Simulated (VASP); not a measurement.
OSZICAR of a VASP run on HfN (rock salt):

File OSZICAR:
```
       N       E                     dE             d eps       ncg     rms          rms(c)
DAV:   1     0.429167461403E+02    0.42917E+02   -0.89738E+03  2288   0.145E+03
DAV:   2    -0.232460403622E+02   -0.66163E+02   -0.62629E+02  3094   0.281E+02
DAV:   3    -0.256986999934E+02   -0.24527E+01   -0.24296E+01  2952   0.472E+01
DAV:   4    -0.257217767196E+02   -0.23077E-01   -0.22708E-01  2794   0.455E+00
DAV:   5    -0.257222133244E+02   -0.43660E-03   -0.43554E-03  2954   0.443E-01    0.523E+01
DAV:   6    -0.230855462109E+02    0.26367E+01   -0.13749E+01  2721   0.276E+01    0.424E+01
DAV:   7    -0.230153688457E+02    0.70177E-01   -0.66279E-01  2630   0.752E+00    0.259E+01
DAV:   8    -0.230001502353E+02    0.15219E-01   -0.10554E-01  2702   0.323E+00    0.554E+00
DAV:   9    -0.229918032317E+02    0.83470E-02   -0.44885E-02  2717   0.158E+00    0.173E+00
DAV:  10    -0.229913543701E+02    0.44886E-03   -0.19732E-03  2716   0.416E-01    0.243E-01
DAV:  11    -0.229913579069E+02   -0.35368E-05   -0.16871E-04  2877   0.124E-01    0.349E-02
DAV:  12    -0.229913554337E+02    0.24733E-05   -0.12436E-05  2738   0.344E-02    0.369E-02
DAV:  13    -0.229913551482E+02    0.28544E-06   -0.75173E-07  2679   0.950E-03    0.140E-03
DAV:  14    -0.229913551575E+02   -0.93089E-08   -0.16692E-08  1477   0.155E-03
   1 F= -.22708779E+02 E0= -.22708587E+02  d E =-.227088E+02
       N       E                     dE             d eps       ncg     rms          rms(c)
DAV:   1    -0.230063765311E+02   -0.15021E-01   -0.68431E-01  2288   0.857E+00    0.291E+00
DAV:   2    -0.229874953893E+02    0.18881E-01   -0.30571E-02  2411   0.173E+00    0.135E+00
DAV:   3    -0.229818577617E+02    0.56376E-02   -0.12198E-02  2519   0.111E+00    0.812E-01
DAV:   4    -0.229817036178E+02    0.15414E-03   -0.61520E-04  2890   0.263E-01    0.511E-01
DAV:   5    -0.229816922891E+02    0.11329E-04   -0.67849E-05  2721   0.698E-02    0.596E-02
DAV:   6    -0.229816923956E+02   -0.10648E-06   -0.75247E-06  2849   0.278E-02    0.998E-03
DAV:   7    -0.229816920775E+02    0.31805E-06   -0.33784E-07  2621   0.626E-03    0.528E-03
DAV:   8    -0.229816920543E+02    0.23234E-07   -0.37061E-08  1462   0.159E-03
   2 F= -.22705258E+02 E0= -.22705078E+02  d E =0.352185E-02
       N       E                     dE             d eps       ncg     rms          rms(c)
DAV:   1    -0.230015001343E+02   -0.19808E-01   -0.30671E-01  2291   0.573E+00    0.195E+00
DAV:   2    -0.229930477289E+02    0.84524E-02   -0.14019E-02  2378   0.117E+00    0.912E-01
DAV:   3    -0.229905123802E+02    0.25353E-02   -0.55046E-03  2521   0.735E-01    0.553E-01
DAV:   4    -0.229904386427E+02    0.73738E-04   -0.29109E-04  2849   0.181E-01    0.343E-01
DAV:   5    -0.229904254130E+02    0.13230E-04   -0.33993E-05  2711   0.496E-02    0.382E-02
DAV:   6    -0.229904243699E+02    0.10431E-05   -0.34020E-06  2836   0.189E-02    0.738E-03
DAV:   7    -0.229904244664E+02   -0.96492E-07   -0.13937E-07  1886   0.408E-03
   3 F= -.22709883E+02 E0= -.22709695E+02  d E =-.110335E-02
```

Problem. Which electronic solver shows in the log?

Solution. It is blocked Davidson (ALGO = Normal, or the opening steps of other solvers). The INCAR had ALGO = Normal.

Problem. Can the final energy be trusted as converged?

Solution. The calculation finished and met its thresholds. It stopped with EDIFF = 1E-7, NELM = 100, NSW = 40 and EDIFFG = -0.01 after 3 ionic steps (PBEsol GGA, plane waves, VASP's PBE PAW potentials (set 64)).

The compound is HfN in the rock salt structure. This run relaxes it under an external pressure of 2 GPa. Symmetry was kept, so distortions that lower it aren't found. The electron count is odd and the run is not spin-polarised, which forces a metal.
